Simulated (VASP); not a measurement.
Level of theory: PBEsol GGA, VASP's PBE PAW potentials (set 64) (plane waves; VASP).

VASP ran on this input.

File POSCAR:
```
SrIn3Au
1.0
 -2.3001050000   2.3001050000   6.2512600000
  2.3001050000  -2.3001050000   6.2512600000
  2.3001050000   2.3001050000  -6.2512600000
Sr In Au
1 3 1
Direct
  0.9979200000   0.9979200000   0.0000000000
  0.2310200000   0.7310200000   0.5000000000
  0.7310200000   0.2310200000   0.5000000000
  0.3829900000   0.3829900000   0.0000000000
  0.5988300000   0.5988300000   0.0000000000
```

INCAR:
```
# general
SYSTEM   =  SrIn3Au
PREC     =  Accurate
ENCUT    =  300
LREAL    =  F
LASPH    =  T

# electronic loop
EDIFF    =  1E-6
NELM     =  100
ALGO     =  Normal
LMAXMIX  =  6

# smearing
ISMEAR   =  0
SIGMA    =  0.1

# functional
GGA      =  PS

# ions
IBRION   =  2
NSW      =  50
ISIF     =  3
EDIFFG   =  -0.01

# output
LWAVE    =  F
LCHARG   =  F
```

### KPOINTS
```
kpoints
0
gamma
6 6 6
0 0 0
```

POTCAR, in this order: Sr_sv In_d Au (PBE.64 set). Program: vasp_std.

The run wrote:

**OSZICAR**
```
...
DAV:   5    -0.171004514201E+02   -0.13096E-04   -0.27035E-04  2756   0.173E-01    0.514E-02
DAV:   6    -0.171004516340E+02   -0.21393E-06   -0.28004E-05  3936   0.627E-02    0.173E-02
DAV:   7    -0.171004519286E+02   -0.29456E-06   -0.53534E-06  2136   0.234E-02
   7 F= -.17100452E+02 E0= -.17093350E+02  d E =-.236509E-02
       N       E                     dE             d eps       ncg     rms          rms(c)
DAV:   1    -0.171720042915E+02   -0.71553E-01   -0.48360E+00  2232   0.136E+01    0.171E+00
DAV:   2    -0.171259902049E+02    0.46014E-01   -0.25638E-01  3292   0.668E+00    0.101E+00
DAV:   3    -0.171006360289E+02    0.25354E-01   -0.38618E-02  3148   0.234E+00    0.350E-01
DAV:   4    -0.170982236709E+02    0.24124E-02   -0.89120E-03  3276   0.955E-01    0.199E-01
DAV:   5    -0.170982817970E+02   -0.58126E-04   -0.11881E-03  2692   0.344E-01    0.104E-01
DAV:   6    -0.170982799598E+02    0.18372E-05   -0.11362E-04  4052   0.128E-01    0.351E-02
DAV:   7    -0.170982811072E+02   -0.11474E-05   -0.20480E-05  2472   0.431E-02    0.146E-02
DAV:   8    -0.170982807212E+02    0.38600E-06   -0.95436E-07  1376   0.313E-02
   8 F= -.17098281E+02 E0= -.17092263E+02  d E =-.193885E-03
       N       E                     dE             d eps       ncg     rms          rms(c)
DAV:   1    -0.171462570584E+02   -0.47976E-01   -0.29911E+00  2232   0.109E+01    0.135E+00
DAV:   2    -0.171175131927E+02    0.28744E-01   -0.15609E-01  3204   0.549E+00    0.783E-01
DAV:   3    -0.171019140217E+02    0.15599E-01   -0.25852E-02  3116   0.186E+00    0.272E-01
DAV:   4    -0.171006340399E+02    0.12800E-02   -0.59983E-03  3300   0.767E-01    0.150E-01
DAV:   5    -0.171006504411E+02   -0.16401E-04   -0.67577E-04  2748   0.285E-01    0.728E-02
DAV:   6    -0.171006501340E+02    0.30711E-06   -0.82369E-05  3560   0.737E-02    0.276E-02
DAV:   7    -0.171006503859E+02   -0.25191E-06   -0.94111E-06  2408   0.351E-02
   9 F= -.17100650E+02 E0= -.17093827E+02  d E =-.256355E-02
       N       E                     dE             d eps       ncg     rms          rms(c)
DAV:   1    -0.171038751275E+02   -0.32250E-02   -0.62461E-01  2688   0.437E+00    0.411E-01
DAV:   2    -0.171020641212E+02    0.18110E-02   -0.20783E-02  2932   0.148E+00    0.177E-01
DAV:   3    -0.171014995469E+02    0.56457E-03   -0.18944E-03  2752   0.444E-01    0.828E-02
DAV:   4    -0.171013787128E+02    0.12083E-03   -0.35585E-04  3592   0.160E-01    0.554E-02
DAV:   5    -0.171013783581E+02    0.35464E-06   -0.58571E-05  3016   0.656E-02    0.372E-02
DAV:   6    -0.171013806046E+02   -0.22465E-05   -0.11938E-05  3476   0.441E-02    0.854E-03
DAV:   7    -0.171013808445E+02   -0.23992E-06   -0.18157E-06  1488   0.164E-02
  10 F= -.17101381E+02 E0= -.17094707E+02  d E =-.730459E-03
       N       E                     dE             d eps       ncg     rms          rms(c)
DAV:   1    -0.171019488810E+02   -0.56828E-03   -0.11979E-01  2700   0.192E+00    0.179E-01
DAV:   2    -0.171015975976E+02    0.35128E-03   -0.39597E-03  2928   0.652E-01    0.774E-02
DAV:   3    -0.171014886573E+02    0.10894E-03   -0.36198E-04  2764   0.195E-01    0.361E-02
DAV:   4    -0.171014671017E+02    0.21556E-04   -0.68474E-05  3600   0.700E-02    0.243E-02
DAV:   5    -0.171014677534E+02   -0.65174E-06   -0.11157E-05  2944   0.289E-02    0.162E-02
DAV:   6    -0.171014689472E+02   -0.11938E-05   -0.16078E-06  1456   0.197E-02    0.236E-03
DAV:   7    -0.171014691194E+02   -0.17220E-06   -0.66122E-07  1208   0.110E-02
  11 F= -.17101469E+02 E0= -.17094848E+02  d E =-.818733E-03
       N       E                     dE             d eps       ncg     rms          rms(c)
DAV:   1    -0.171024462376E+02   -0.97729E-03   -0.21837E-01  2432   0.277E+00    0.233E-01
DAV:   2    -0.171020626816E+02    0.38356E-03   -0.83956E-03  3092   0.933E-01    0.113E-01
DAV:   3    -0.171018674685E+02    0.19521E-03   -0.67971E-04  2736   0.285E-01    0.539E-02
DAV:   4    -0.171018195030E+02    0.47966E-04   -0.13624E-04  3488   0.109E-01    0.308E-02
DAV:   5    -0.171018168922E+02    0.26108E-05   -0.19884E-05  3248   0.391E-02    0.207E-02
DAV:   6    -0.171018147912E+02    0.21010E-05   -0.24633E-06  1964   0.158E-02    0.241E-03
DAV:   7    -0.171018147169E+02    0.74338E-07   -0.10930E-06  1296   0.937E-03
  12 F= -.17101815E+02 E0= -.17095357E+02  d E =-.345597E-03
       N       E                     dE             d eps       ncg     rms          rms(c)
DAV:   1    -0.171023961230E+02   -0.58133E-03   -0.16774E-01  2428   0.242E+00    0.204E-01
DAV:   2    -0.171021044713E+02    0.29165E-03   -0.64356E-03  3092   0.817E-01    0.989E-02
DAV:   3    -0.171019549008E+02    0.14957E-03   -0.52153E-04  2736   0.249E-01    0.471E-02
DAV:   4    -0.171019179558E+02    0.36945E-04   -0.10404E-04  3480   0.956E-02    0.270E-02
DAV:   5    -0.171019157462E+02    0.22096E-05   -0.15298E-05  3268   0.343E-02    0.181E-02
DAV:   6    -0.171019139247E+02    0.18215E-05   -0.17048E-06  1676   0.138E-02    0.200E-03
DAV:   7    -0.171019138613E+02    0.63361E-07   -0.96344E-07  1264   0.889E-03
  13 F= -.17101914E+02 E0= -.17095600E+02  d E =-.444742E-03
       N       E                     dE             d eps       ncg     rms          rms(c)
DAV:   1    -0.171040341092E+02   -0.21202E-02   -0.16222E-01  2496   0.318E+00    0.337E-01
DAV:   2    -0.171023799283E+02    0.16542E-02   -0.10973E-02  2516   0.106E+00    0.126E-01
DAV:   3    -0.171021446058E+02    0.23532E-03   -0.10861E-03  3084   0.318E-01    0.607E-02
DAV:   4    -0.171021015174E+02    0.43088E-04   -0.13689E-04  3640   0.990E-02    0.471E-02
DAV:   5    -0.171021024744E+02   -0.95702E-06   -0.18663E-05  3648   0.283E-02    0.330E-02
DAV:   6    -0.171021057585E+02   -0.32841E-05   -0.60145E-06  3004   0.232E-02    0.452E-03
DAV:   7    -0.171021060781E+02   -0.31962E-06   -0.15921E-06  1452   0.967E-03
  14 F= -.17102106E+02 E0= -.17095930E+02  d E =-.192217E-03
       N       E                     dE             d eps       ncg     rms          rms(c)
DAV:   1    -0.171024644066E+02   -0.35865E-03   -0.28760E-02  2496   0.135E+00    0.141E-01
DAV:   2    -0.171021693504E+02    0.29506E-03   -0.19328E-03  2512   0.445E-01    0.530E-02
DAV:   3    -0.171021280443E+02    0.41306E-04   -0.19349E-04  3076   0.135E-01    0.257E-02
DAV:   4    -0.171021218252E+02    0.62192E-05   -0.24327E-05  3656   0.415E-02    0.200E-02
DAV:   5    -0.171021225463E+02   -0.72109E-06   -0.27571E-06  2156   0.119E-02
  15 F= -.17102123E+02 E0= -.17096003E+02  d E =-.208685E-03
       N       E                     dE             d eps       ncg     rms          rms(c)
DAV:   1    -0.171022982521E+02   -0.17643E-03   -0.46604E-02  2400   0.119E+00    0.108E-01
DAV:   2    -0.171022842734E+02    0.13979E-04   -0.18299E-03  2788   0.464E-01    0.519E-02
DAV:   3    -0.171022487002E+02    0.35573E-04   -0.16400E-04  3280   0.116E-01    0.253E-02
DAV:   4    -0.171022389276E+02    0.97726E-05   -0.21387E-05  3232   0.442E-02    0.113E-02
DAV:   5    -0.171022382115E+02    0.71611E-06   -0.34778E-06  2156   0.153E-02
  16 F= -.17102238E+02 E0= -.17096165E+02  d E =-.115665E-03
       N       E                     dE             d eps       ncg     rms          rms(c)
DAV:   1    -0.171025721617E+02   -0.33323E-03   -0.18845E-01  2400   0.240E+00    0.217E-01
DAV:   2    -0.171025119861E+02    0.60176E-04   -0.74141E-03  2824   0.936E-01    0.104E-01
DAV:   3    -0.171023697099E+02    0.14228E-03   -0.65864E-04  3248   0.233E-01    0.509E-02
DAV:   4    -0.171023321680E+02    0.37542E-04   -0.86418E-05  3208   0.891E-02    0.223E-02
DAV:   5    -0.171023304996E+02    0.16684E-05   -0.16539E-05  3264   0.318E-02    0.134E-02
DAV:   6    -0.171023295113E+02    0.98837E-06   -0.10286E-06  1464   0.147E-02
  17 F= -.17102330E+02 E0= -.17096343E+02  d E =-.206965E-03
```

File OUTCAR:
```
------------------------ aborting loop because EDIFF is reached ----------------------------------------
  FORCE on cell =-STRESS in cart. coord.  units (eV):
  Direction    XX          YY          ZZ          XY          YZ          ZX
  --------------------------------------------------------------------------------------
  Total        0.0110881      0.0110881     -0.0044746      0.0000000      0.0000000      0.0000000
  in kB        0.1394250      0.1394250     -0.0562657      0.0000000      0.0000000      0.0000000
  external PRESSURE =       0.0741948 kB  Pullay stress =       0.0000000 kB
  volume of cell :      127.42
      direct lattice vectors                 reciprocal lattice vectors
    -2.249756371  2.249756371  6.293537478     0.000000000  0.222246287  0.079446575
     2.249756371 -2.249756371  6.293537478     0.222246287  0.000000000  0.079446575
     2.249756371  2.249756371 -6.293537478     0.222246287  0.222246287  0.000000000
 POSITION                                       TOTAL-FORCE (eV/Angst)
 -----------------------------------------------------------------------------------
      0.00000      0.00000     12.58084        -0.000000     -0.000000      0.002357
      2.24976      0.00000      2.90825        -0.000000     -0.000000      0.000092
      0.00000      2.24976      2.90825        -0.000000     -0.000000      0.000092
      0.00000      0.00000      4.83037        -0.000000     -0.000000      0.000432
      0.00000      0.00000      7.50716         0.000000      0.000000     -0.002974
 -----------------------------------------------------------------------------------
    total drift:                               -0.000002     -0.000002      0.000642
  FREE ENERGIE OF THE ION-ELECTRON SYSTEM (eV)
  ---------------------------------------------------
  free  energy   TOTEN  =       -17.1023295113 eV

  energy  without entropy=      -17.0903571105  energy(sigma->0) =      -17.09634331

 reached required accuracy - stopping structural energy minimisation
```
(Selected blocks of OUTCAR.)

File CONTCAR:
```
SrIn3Au
   1.00000000000000
    -2.2497563706719843    2.2497563706719843    6.2935374783552103
     2.2497563706719843   -2.2497563706719843    6.2935374783552103
     2.2497563706719843    2.2497563706719843   -6.2935374783552103
  Sr              In              Au
     1     3     1
Direct
     0.9995049426978780    0.9995049426978780    0.0000000000000000
     0.2310502088754595    0.7310502088754592    0.5000000000000000
     0.7310502088754592    0.2310502088754595    0.5000000000000000
     0.3837564783857464    0.3837564783857464    0.0000000000000000
     0.5964181611654576    0.5964181611654576    0.0000000000000000
```

At this cut-off the stress carries a Pulay error, which pulls relaxed volumes low. Energy and stress use the plane-wave basis of the starting cell.

The structure comes from a computed database's SrIn3Au entry (I4mm); how it stands against other phases isn't given here. This run relaxes it. Symmetry was kept, so distortions that lower it aren't found. The k-mesh is coarse (spacing up to 0.33 per Å, 2π included), so the numbers may not be converged in it. The run is one of a series of settings (EDIFFG = -0.01, IBRION = 2, ISIF = 3, NSW = 50 against the base run), some of them coarse on purpose.
